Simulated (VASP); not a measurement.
Method: PBEsol GGA, VASP's PBE PAW potentials (set 64) (plane waves; VASP).

VASP ran on this input.

File KPOINTS:
```
Automatic mesh
0
Gamma
11 11 11
0 0 0
```

### INCAR
```
ALGO=Normal
EDIFF=1E-6
EDIFFG=-0.02
ENCUT=620
GGA=PS
IBRION=2
ISIF=3
ISMEAR=0
LASPH=.TRUE.
LCHARG=.FALSE.
LREAL=.FALSE.
LWAVE=.FALSE.
NELM=100
NSW=40
PREC=Accurate
PSTRESS=100
SIGMA=0.05
SYSTEM=MgO
```

File POSCAR:
```
MgO
1
    0.0000000000     2.0833480666     2.0833480666
    2.0833480666     0.0000000000     2.0833480666
    2.0833480666     2.0833480666     0.0000000000
Mg O
1 1
Direct
  0.0000000000   0.0000000000   0.0000000000
  0.5000000000   0.5000000000   0.5000000000
```

POTCAR, in this order: Mg O (PBE.64 set). Program: vasp_std.

Energy and stress use the plane-wave basis of the starting cell.

Question: What does the run give for the energy per atom (σ→0), volume per atom, band gap (on the k-mesh)?

Answer: 
```yaml
energy per atom (σ→0): -6.242 eV/atom
band gap (on the k-mesh): 5.22 eV
volume_per_atom: 8.81 Å³/atom
```

OSZICAR:
```
...
       N       E                     dE             d eps       ncg     rms          rms(c)
DAV:   1    -0.124967397415E+02   -0.30726E-01   -0.25897E-01   896   0.527E+00    0.816E-01
DAV:   2    -0.124850841605E+02    0.11656E-01   -0.79002E-02   896   0.213E+00    0.803E-02
DAV:   3    -0.124849998407E+02    0.84320E-04   -0.52298E-04   992   0.304E-01    0.479E-02
DAV:   4    -0.124849415236E+02    0.58317E-04   -0.57041E-05   928   0.816E-02    0.991E-03
DAV:   5    -0.124849400226E+02    0.15010E-05   -0.58139E-06   944   0.193E-02    0.258E-03
DAV:   6    -0.124849401185E+02   -0.95869E-07   -0.69377E-08   464   0.252E-03
   3 F= -.11385145E+02 E0= -.11385145E+02  d E =-.738310E-02
```

The compound is MgO in the rock salt structure. This run relaxes it under an external pressure of 10 GPa. Symmetry was kept, so distortions that lower it aren't found.
